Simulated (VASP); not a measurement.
Wanted: the native input for a VASP 6.6.1 run.

| Property | Result |
| --- | --- |
| Task | relaxation of cell and atoms |
| Functional | LDA |
| Potentials or basis | VASP PAW LDA potentials, release 64 (Y_sv, Au) |
| Cutoff | 600 eV |
| k mesh | 6 × 6 × 6 |
| Occupations | methfessel-paxton, width 0.2 eV |
| Spin | no spin polarisation |
| Further INCAR settings | ALGO = Normal; EDIFF = 1e-06; IBRION = 2; EDIFFG = -0.005; NSW = 60; ISIF = 3 |

The structure of YAu2 lies in POSCAR:

```
YAu2
1.0
    4.2499800000      0.0000000000      0.0000000000
    0.0000000000      4.2499800000      0.0000000000
    0.0000000000      0.0000000000      4.2109900000
Y Au
1 2
Direct
    0.0000000000      0.0000000000      0.0000000000
    0.0000000000      0.5000000000      0.5000000000
    0.5000000000      0.0000000000      0.5000000000
```

The cell was built by a generator and needn't be a form met in nature.

These files were run (other wordings do the same):

INCAR

```
SYSTEM = YAu2
PREC     = Accurate       ! precision mode
ENCUT    = 600            ! plane-wave cutoff, eV
EDIFF    = 1E-6           ! SCF threshold, eV
ISMEAR   = 1              ! smearing method
SIGMA    = 0.2            ! smearing width, eV
LREAL    = .FALSE.        ! projectors in reciprocal space
LASPH    = .TRUE.         ! aspherical terms in the spheres
NELM     = 60             ! most SCF steps
ALGO     = Normal         ! electronic algorithm
ISIF     = 3              ! what is computed and relaxed
LWAVE    = .FALSE.        ! write WAVECAR
LCHARG   = .FALSE.        ! write CHGCAR
IBRION   = 2              ! ionic algorithm
NSW      = 60             ! ionic steps
EDIFFG   = -0.005         ! ionic threshold
```

KPOINTS

```
Automatic mesh
0
G
  6 6 6
  0 0 0
```

Potentials or basis: VASP PAW LDA potentials, release 64 (Y_sv, Au).

Command:

```sh
$ cat potpaw_LDA.64/Y_sv/POTCAR potpaw_LDA.64/Au/POTCAR > POTCAR
$ mpirun -np 1 vasp_std > vasp.out
```

It gave:

```yaml
Relaxed_volume: 23.14 Å³/atom
Relaxed_cell: a = 4.061 Å, b = 4.061 Å, c = 4.209 Å, α = 90.00°, β = 90.00°, γ = 90.00°
Space_group_after_relaxing_to_0.05_Å: P4/mmm (No. 123)
Energy_gained_by_relaxing: 47.0 meV/atom
Ionic_steps: 10
Pressure_after_relaxing: 0.0 GPa
Band_gap_on_the_k_mesh: none (metal or under the smearing width)
```

It took 2.4 min on 1 thread of Intel(R) Xeon(R) 6975P-C (Granite Rapids), with other jobs on the host, peak memory 0.24 GiB.
